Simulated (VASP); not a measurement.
## PbO: convergence with the SCF threshold and SCF solver

Aim: find what the SCF threshold and SCF solver change for PbO, and what they cost. The series runs use PBEsol. The SCF threshold tried: EDIFF = 0.01; EDIFF = 0.001; EDIFF = 1E-04; EDIFF = 1E-05; EDIFF = 1E-06; EDIFF = 1E-08. The SCF solver tried: ALGO = Normal; ALGO = Fast; ALGO = VeryFast; ALGO = All; ALGO = Damped; AMIX = 0.1, BMIX = 0.01; AMIX = 0.8; IMIX = 1, AMIX = 0.2. The start is a cell from a database of measured crystal structures.

Method: PBEsol; plane waves and PAW (Pb_d, O), in VASP 6.6.1.

Most raw output is cut from this account.

The database entry behind the starting cell differs from later determinations by our own check (c about 1 % long), so it need not match the best structure at ambient conditions.

**1. The starting structure**

It takes space group P4/nmm (No. 129, tetragonal). Conventional cell: a = 3.975 Å, b = 3.975 Å, c = 5.023 Å, α = 90.00°, β = 90.00°, γ = 90.00°. Nearest to Pb lie 4 O at 2.32 Å. Nearest to O lie 4 Pb at 2.32 Å. Farther neighbours and most contacts between anions are not listed.

**2. SCF threshold: EDIFF = 0.01**

EDIFF stops the electronic loop; forces need it tighter than energies do. PBEsol restores the gradient expansion of exchange and is tuned for the cells of solids.

The input, INCAR:

```
SYSTEM = PbO
PREC = Accurate
ENCUT = 520
EDIFF = 0.01
NELM = 100
ISMEAR = -1
SIGMA = 0.05
LREAL = .FALSE.
ALGO = Normal
GGA = PS
NBANDS = 26
LORBIT = 11
LWAVE = .FALSE.
LCHARG = .FALSE.
KPAR = 4
ISIF = 2
```

The input, POSCAR:

```
PbO
1.0
    3.9748000000      0.0000000000      0.0000000000
    0.0000000000      3.9748000000      0.0000000000
    0.0000000000      0.0000000000      5.0227000000
Pb O
2 2
Direct
    0.0000000000      0.5000000000      0.2385140000
    0.5000000000      0.0000000000      0.7614860000
    0.0000000000      0.0000000000      0.0000000000
    0.5000000000      0.5000000000      0.0000000000
```

The input, KPOINTS:

```
Automatic mesh
0
Gamma
6 6 5
0 0 0
```

The projector-augmented-wave data sets are Pb_d and O (PBE family, release 64).

Started as:

```bash
$ mpirun -np 4 vasp_std
```

The job ended after 7.6 s (4 MPI ranks of AMD EPYC 9R45, shared host; peak memory 0.79 GiB).

The gap is read on the k-mesh alone, so it is an upper bound where the band edges lie off the mesh. Spin-orbit coupling is off here; with elements this heavy it splits and shifts levels by tenths of an eV or more. The PAW data sets were made with PBE, which is usual practice but a small mismatch for other functionals.

This step gave:

| Quantity | Value |
| --- | --- |
| SCF cycles | 10 |
| electrons | 40 |
| bands | 26 |
| irreducible k-points | 30 |
| symmetry operations | 16 |
| free energy (TOTEN) | -22.87 eV |
| Fermi energy | 5.548 eV |
| pressure | 0.1420 GPa |
| metallic | no |
| valence top at k | 0, 0, 0 |
| conduction bottom at k | 0.5, 0.5, 0 |
| least direct gap at k | 0.5, 0.5, 0 |
| gap on the k-mesh | 1.123 eV |
| least direct gap on the k-mesh | 2.132 eV |

The series starts at -5.7174 eV an atom and 0.14 GPa, after 10 cycles in 7.6 s.

**3. SCF threshold: EDIFF = 0.001**

INCAR, as its differences from that of step 2:

```diff
@@ -3,3 +3,3 @@
 ENCUT = 520
-EDIFF = 0.01
+EDIFF = 0.001
 NELM = 100
```

POSCAR is that of step 2.

KPOINTS is that of step 2.

Started as:

```bash
$ mpirun -np 4 vasp_std
```

Run time: 8 s. Hardware: 4 MPI ranks; peak memory 0.79 GiB.

Against the run before the energy stays within 0.01 meV an atom; the pressure moves by +0.02 GPa, after 11 cycles in 8 s.

**4. SCF threshold: EDIFF = 1E-04**

INCAR, as its differences from that of step 3:

```diff
@@ -3,3 +3,3 @@
 ENCUT = 520
-EDIFF = 0.001
+EDIFF = 1E-04
 NELM = 100
```

POSCAR is that of step 3.

KPOINTS is that of step 3.

Started as:

```bash
$ mpirun -np 4 vasp_std
```

Elapsed: 9 s, on 4 MPI ranks; peak memory 0.79 GiB; 34 s of CPU time.

Against the run before the energy stays within 0.01 meV an atom; the pressure moves by -0.28 GPa, after 12 cycles in 9 s.

**5. SCF threshold: EDIFF = 1E-05**

INCAR, as its differences from that of step 4:

```diff
@@ -3,3 +3,3 @@
 ENCUT = 520
-EDIFF = 1E-04
+EDIFF = 1E-05
 NELM = 100
```

POSCAR is that of step 4.

KPOINTS is that of step 4.

Started as:

```bash
$ mpirun -np 4 vasp_std
```

The job ended after 9.8 s (4 MPI ranks; peak memory 0.78 GiB).

Against the run before the energy stays within 0.01 meV an atom; the pressure moves by +0.18 GPa, after 13 cycles in 9.8 s.

**6. SCF threshold: EDIFF = 1E-06**

INCAR, as its differences from that of step 5:

```diff
@@ -3,3 +3,3 @@
 ENCUT = 520
-EDIFF = 1E-05
+EDIFF = 1E-06
 NELM = 100
```

POSCAR is that of step 5.

KPOINTS is that of step 5.

Started as:

```bash
$ mpirun -np 4 vasp_std
```

The job ended after 11 s (4 MPI ranks; peak memory 0.78 GiB).

Against the run before the energy stays within 0.01 meV an atom; the pressure moves by -0.02 GPa, after 15 cycles in 11 s.

**7. SCF threshold: EDIFF = 1E-08**

INCAR, as its differences from that of step 6:

```diff
@@ -3,3 +3,3 @@
 ENCUT = 520
-EDIFF = 1E-06
+EDIFF = 1E-08
 NELM = 100
```

POSCAR is that of step 6.

KPOINTS is that of step 6.

Started as:

```bash
$ mpirun -np 4 vasp_std
```

Elapsed: 13 s, on 4 MPI ranks; peak memory 0.77 GiB.

Against the run before the energy stays within 0.01 meV an atom and the pressure within 0.01 GPa, after 16 cycles in 13 s.

**8. The SCF threshold series as a table**

This step: convergence of PBEsol results with the threshold; plane waves and PAW (VASP 6.6.1).

No new run; the numbers come from the runs before.

Differences are taken from the run with EDIFF = 1E-08. Results of the series, by row:

```csv
setting,status,energy less the reference (meV/atom),pressure (GPa),largest force difference (meV/Å),gap (eV),SCF cycles,wall time (s)
EDIFF = 0.01,converged,-0.005275,0.142,21.22,1.123,10,7.6
EDIFF = 0.001,converged,-0.003057,0.1578,3.591,1.108,11,8
EDIFF = 1E-04,converged,2.00e-4,-0.1271,4.745,1.112,12,9
EDIFF = 1E-05,converged,-4.98e-4,0.05586,0.028,1.112,13,9.8
EDIFF = 1E-06,converged,-5.00e-6,0.03693,0.12,1.111,15,11.4
EDIFF = 1E-08,converged,0,0.03845,0,1.111,16,12.6
```

**9. SCF solver: ALGO = Normal**

This step: PBEsol; plane waves and PAW (Pb_d, O) (VASP 6.6.1).

All solvers should reach one answer; they differ in cycles and robustness.

INCAR, as its differences from that of step 7:

```diff
@@ -3,3 +3,3 @@
 ENCUT = 520
-EDIFF = 1E-08
+EDIFF = 1E-06
 NELM = 100
```

POSCAR is that of step 7.

KPOINTS is that of step 7.

Started as:

```bash
$ mpirun -np 4 vasp_std
```

The job ended after 12 s (4 MPI ranks; peak memory 0.8 GiB; 45 s of CPU time).

This step gave:

```
SCF cycles : 15
pressure   : 0.03693 GPa
```

The series starts at -5.7174 eV an atom and 0.04 GPa, after 15 cycles in 12 s.

**10. SCF solver: ALGO = Fast**

INCAR, as its differences from that of step 9:

```diff
@@ -8,3 +8,3 @@
 LREAL = .FALSE.
-ALGO = Normal
+ALGO = Fast
 GGA = PS
```

POSCAR is that of step 9.

KPOINTS is that of step 9.

Started as:

```bash
$ mpirun -np 4 vasp_std
```

Wall time 13 s (4 MPI ranks); peak memory 0.77 GiB; 47 s of CPU time.

Against the first of the series the energy stays within 0.01 meV an atom and the pressure within 0.01 GPa, after 15 cycles in 13 s.

**11. SCF solver: ALGO = VeryFast**

INCAR, as its differences from that of step 10:

```diff
@@ -8,3 +8,3 @@
 LREAL = .FALSE.
-ALGO = Fast
+ALGO = VeryFast
 GGA = PS
```

POSCAR is that of step 10.

KPOINTS is that of step 10.

Started as:

```bash
$ mpirun -np 4 vasp_std
```

Wall time 16 s (4 MPI ranks); peak memory 0.76 GiB.

Against the first of the series the energy stays within 0.01 meV an atom; the pressure moves by +0.02 GPa, after 22 cycles in 16 s.

**12. SCF solver: ALGO = All**

INCAR, as its differences from that of step 11:

```diff
@@ -8,3 +8,3 @@
 LREAL = .FALSE.
-ALGO = VeryFast
+ALGO = All
 GGA = PS
```

POSCAR is that of step 11.

KPOINTS is that of step 11.

Started as:

```bash
$ mpirun -np 4 vasp_std
```

The job ended after 14 s (4 MPI ranks; peak memory 0.95 GiB; 51 s of CPU time).

Against the first of the series the energy stays within 0.01 meV an atom and the pressure within 0.01 GPa, after 19 cycles in 14 s.

**13. SCF solver: ALGO = Damped**

INCAR, as its differences from that of step 12:

```diff
@@ -8,3 +8,3 @@
 LREAL = .FALSE.
-ALGO = All
+ALGO = Damped
 GGA = PS
```

POSCAR is that of step 12.

KPOINTS is that of step 12.

Started as:

```bash
$ mpirun -np 4 vasp_std
```

It took 14 s on 4 MPI ranks; peak memory 0.96 GiB; 51 s of CPU time.

Against the first of the series the energy stays within 0.01 meV an atom; the pressure moves by -0.01 GPa, after 25 cycles in 14 s.

**14. SCF solver: AMIX = 0.1, BMIX = 0.01**

INCAR, as its differences from that of step 13:

```diff
@@ -8,3 +8,3 @@
 LREAL = .FALSE.
-ALGO = Damped
+ALGO = Normal
 GGA = PS
@@ -16 +16,3 @@
 ISIF = 2
+AMIX = 0.1
+BMIX = 0.01
```

POSCAR is that of step 13.

KPOINTS is that of step 13.

Started as:

```bash
$ mpirun -np 4 vasp_std
```

It took 17 s on 4 MPI ranks; peak memory 0.79 GiB.

Against the first of the series the energy stays within 0.01 meV an atom; the pressure moves by +0.02 GPa, after 20 cycles in 17 s.

**15. SCF solver: AMIX = 0.8**

INCAR, as its differences from that of step 14:

```diff
@@ -16,3 +16,2 @@
 ISIF = 2
-AMIX = 0.1
-BMIX = 0.01
+AMIX = 0.8
```

POSCAR is that of step 14.

KPOINTS is that of step 14.

Started as:

```bash
$ mpirun -np 4 vasp_std
```

Wall time 14 s (4 MPI ranks); peak memory 0.8 GiB; 51 s of CPU time.

Against the first of the series the energy stays within 0.01 meV an atom; the pressure moves by +0.01 GPa, after 17 cycles in 14 s.

**16. SCF solver: IMIX = 1, AMIX = 0.2**

INCAR, as its differences from that of step 15:

```diff
@@ -16,2 +16,3 @@
 ISIF = 2
-AMIX = 0.8
+IMIX = 1
+AMIX = 0.2
```

POSCAR is that of step 15.

KPOINTS is that of step 15.

Started as:

```bash
$ mpirun -np 4 vasp_std
```

Elapsed: 26 s, on 4 MPI ranks; peak memory 0.77 GiB.

Against the first of the series the energy stays within 0.01 meV an atom; the pressure moves by +0.02 GPa, after 35 cycles in 26 s.

**17. The SCF solver series as a table**

This step: convergence of PBEsol results with the solver; plane waves and PAW (VASP 6.6.1).

No new run; the numbers come from the runs before.

Differences are taken from the run with ALGO = Normal. Results of the series, by row:

```csv
setting,status,energy less the reference (meV/atom),pressure (GPa),largest force difference (meV/Å),gap (eV),SCF cycles,wall time (s)
ALGO = Normal,converged,0,0.03693,0,1.111,15,12.2
ALGO = Fast,converged,5.50e-5,0.04087,1.06,1.111,15,12.8
ALGO = VeryFast,converged,7.25e-5,0.05288,0.636,1.111,22,16.4
ALGO = All,converged,1.07e-4,0.03618,1.645,1.111,19,13.8
ALGO = Damped,converged,1.28e-4,0.02472,0.361,1.111,25,13.8
"AMIX = 0.1, BMIX = 0.01",converged,3.00e-5,0.05578,0.893,1.111,20,16.6
AMIX = 0.8,converged,2.75e-5,0.04564,0.305,1.111,17,14
"IMIX = 1, AMIX = 0.2",converged,6.75e-4,0.05716,0.046,1.111,35,26
```

**18. Outcome**

- SCF threshold from which the energy stays within 10 meV/atom of the reference: EDIFF = 0.01
- SCF threshold from which the energy stays within 1 meV/atom of the reference: EDIFF = 0.01
- SCF threshold from which the pressure stays within 0.2 GPa of the reference: EDIFF = 0.01
- spread of the pressure over the SCF threshold: 0.285 GPa
- spread of the energy over the SCF threshold: 0.00547 meV/atom
- fewest SCF cycles: ALGO = Normal; ALGO = Fast (15)
- most SCF cycles among converged runs: IMIX = 1, AMIX = 0.2 (35)
- spread of the pressure over the SCF solver: 0.0324 GPa
- spread of the energy over the SCF solver: 6.8e-4 meV/atom

In words: From EDIFF = 0.01 on, the energy stays within 1 meV an atom of the reference, at 60 % of its time. The pressure holds within 0.2 GPa from EDIFF = 0.01 on. The loosest stop saves 6 of 16 cycles and costs -0.0 meV an atom, +0.10 GPa, 21.2 meV/Å in forces. All SCF solvers that converged agree within 0.05 meV an atom. No setting beats the 12 s of ALGO = Normal by a fifth or more; the slowest converged run is IMIX = 1, AMIX = 0.2, at 26 s. On a shared host such times are rough.

[Lines on the potential files, build, host, timing and source positions are cut from VASP's logs without a mark.]

[Logs are printed without paths, hosts, clocks, repeated set-up lines and the standing remarks that a program may print on its own settings, such as how far it seeks lower states.]

[Hosts, paths, dates, database ids (printed as entryN), source tags and the programs' standing remarks are cut or masked in the printed files.]

[A measured line is paired with the nearest computed mode of its activity, which favours agreement.]
